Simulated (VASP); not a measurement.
BaTiO3, 5 atoms in the cell. Symmetry: P4mm, No. 99, tetragonal system. The conventional cell has a = 4.000 Å, b = 4.000 Å, c = 4.018 Å, α = 90.00°, β = 90.00°, γ = 90.00°. Ba (site symmetry 4mm) is surrounded by 12 O at 2.79 to 2.88 Å. Around Ti (site symmetry 4mm) lie 6 O at 1.89 to 2.13 Å. Around O (site symmetry 4mm) lie 2 Ti at 1.89 to 2.13 Å. O (site symmetry 2mm) has 2 Ti at 2.00 Å as nearest neighbours. 

| Property | Result |
| --- | --- |
| Program | VASP 6.6.1 |
| Task | relaxation of cell and atoms |
| Functional | r2SCAN |
| Potentials or basis | VASP PAW PBE potentials, release 64 (Ba_sv, Ti_sv, O) |
| Cutoff | 600 eV |
| k mesh | 6 × 6 × 6 |
| Occupations | gaussian, width 0.02 eV |
| Spin | no spin polarisation |
| Further INCAR settings | ALGO = Normal; EDIFF = 1e-07; IBRION = 2; EDIFFG = -0.004; NSW = 80; ISIF = 3 |

Potentials or basis: VASP PAW PBE potentials, release 64 (Ba_sv, Ti_sv, O).

Run with:

```bash
$ cat potpaw_PBE.64/Ba_sv/POTCAR potpaw_PBE.64/Ti_sv/POTCAR potpaw_PBE.64/O/POTCAR > POTCAR
$ mpirun -np 1 vasp_std > vasp.out
```

Hardware: 1 thread of Intel(R) Xeon(R) 6975P-C (Granite Rapids) (shared host).

Question: How long does it take, and how much memory?

Answer: Wall time 12 min on 1 thread of Intel(R) Xeon(R) 6975P-C (Granite Rapids) (shared host), peak memory 0.26 GiB. Counts: scf iterations 150, k points 40, ion steps 14.
